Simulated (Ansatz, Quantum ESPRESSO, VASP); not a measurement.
# Code comparison for LaTl3 (Pm-3m, 4 atoms in the cell)

Self-consistent single point.

```
CELL_PARAMETERS angstrom
      4.91883     0.00000     0.00000
      0.00000     4.91883     0.00000
      0.00000     0.00000     4.91883
ATOMIC_POSITIONS crystal
  La 0.00000 0.00000 0.00000
  Tl 0.00000 0.50000 0.50000
  Tl 0.50000 0.00000 0.50000
  Tl 0.50000 0.50000 0.00000
```

All programs got the same cell, k-point mesh and kind of occupations (in Ansatz's words: kpoints.mp_grid.grid = 9 9 9; scf.occupations.method = fermi_dirac; scf.occupations.width = 0.136 eV); potentials, basis and cutoffs are each program's usual ones.

| code | model | pressure (GPa) | cutoff |
|---|---|---|---|
| Quantum ESPRESSO | LDA (PZ), GBRV 1.5 ultrasoft (LDA) pseudopotentials | -6.14 | 40 Ry |
| VASP | LDA (PZ), VASP's LDA PAW potentials (set 64) | -5.37 | 300 eV |
| Ansatz | LDA (PW92), PAW files made with PBE | -4.98 | 420 eV |

The spread over the programs that give each value: pressure within 1.16 GPa.

The starting cell comes from a database of computed structures (which also holds hypothetical and non-ambient phases and stackings), without a prior relaxation at this level. Its lattice was rescaled by a random factor within 2.5 % of one. On Ansatz's run: Spin-orbit coupling is off. In the base run, with a pressure of about -5 GPa the cell is away from its equilibrium volume at this level.

### Question
Why do the programs differ, and what cannot be compared?

### Answer
Differences of this kind can come from the potentials, where these differ, and from what each basis and cutoff leave unconverged. The zero of total energies and Fermi levels follows the potentials and each program's conventions, so they are not compared here. Ansatz's pressure is given at a fixed set of plane waves, as the other plane-wave codes print theirs. The same LDA comes in different parametrisations, which differ slightly.

VASP's run is marked for a possible Pulay error in its stress at this cutoff; no cutoff test was made.

Left out of this page: ABINIT (with a known weakness of the program); GPAW, Elk and FLEUR (not drawn, or without a comparable value).

Ansatz is a quantum-chemistry and plane-wave program.

Keys are those of Ansatz 0.2.
